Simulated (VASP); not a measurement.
Computed with PBE GGA with D3 dispersion (zero damping), VASP's PBE PAW potentials (set 64) (plane waves; VASP).

VASP input:

### KPOINTS
```
Automatic mesh
0
G
 14 14 14
0 0 0
```

**POSCAR**
```
Nb
1
   -1.6329695500     1.6329695500     1.6329695500
    1.6329695500    -1.6329695500     1.6329695500
    1.6329695500     1.6329695500    -1.6329695500
Nb
1
Direct
  0.0000000000   0.0000000000   0.0000000000
```

**INCAR**
```
# general
SYSTEM  = Nb
PREC    = Accurate
ENCUT   = 520
LREAL   = F
LASPH   = T

# electronic loop
EDIFF   = 1E-6
NELM    = 100
ALGO    = Normal
LMAXMIX = 4

# smearing
ISMEAR  = 1
SIGMA   = 0.1

# functional
GGA     = PE
IVDW    = 11

# ions
IBRION  = 2
NSW     = 60
ISIF    = 3
EDIFFG  = -0.01

# output
LWAVE   = F
LCHARG  = F
```

POTCAR, in this order: Nb_sv (PBE.64 set). Program: vasp_std.

Question: Predict the energy per atom (σ→0), dispersion energy, volume per atom, band gap (on the k-mesh).

Answer: 
```json
{
  "energy per atom (σ→0)": "-10.771 eV/atom",
  "dispersion_energy": "-55.5 kJ/mol",
  "band gap (on the k-mesh)": "none (metal, semimetal or under 0.01 eV)",
  "volume_per_atom": "17.41 Å³/atom"
}
```

**OSZICAR**
```
...
       N       E                     dE             d eps       ncg     rms          rms(c)
DAV:   1    -0.101957007558E+02   -0.10113E-02   -0.51105E-03  2570   0.115E+00    0.105E-01
DAV:   2    -0.101955477622E+02    0.15299E-03   -0.38294E-04  3110   0.282E-01    0.291E-02
DAV:   3    -0.101955320132E+02    0.15749E-04   -0.12261E-04  3238   0.125E-01    0.168E-02
DAV:   4    -0.101955343888E+02   -0.23756E-05   -0.39216E-06  2262   0.213E-02    0.941E-03
DAV:   5    -0.101955357848E+02   -0.13960E-05   -0.10774E-05  3184   0.224E-02    0.432E-03
DAV:   6    -0.101955354874E+02    0.29742E-06   -0.13681E-07  1134   0.597E-03
   3 F= -.10770980E+02 E0= -.10771074E+02  d E =-.426826E-05
```

The compound is Nb in the bcc structure. This run relaxes it. Symmetry was kept, so distortions that lower it aren't found. The start is the result of an earlier pass.
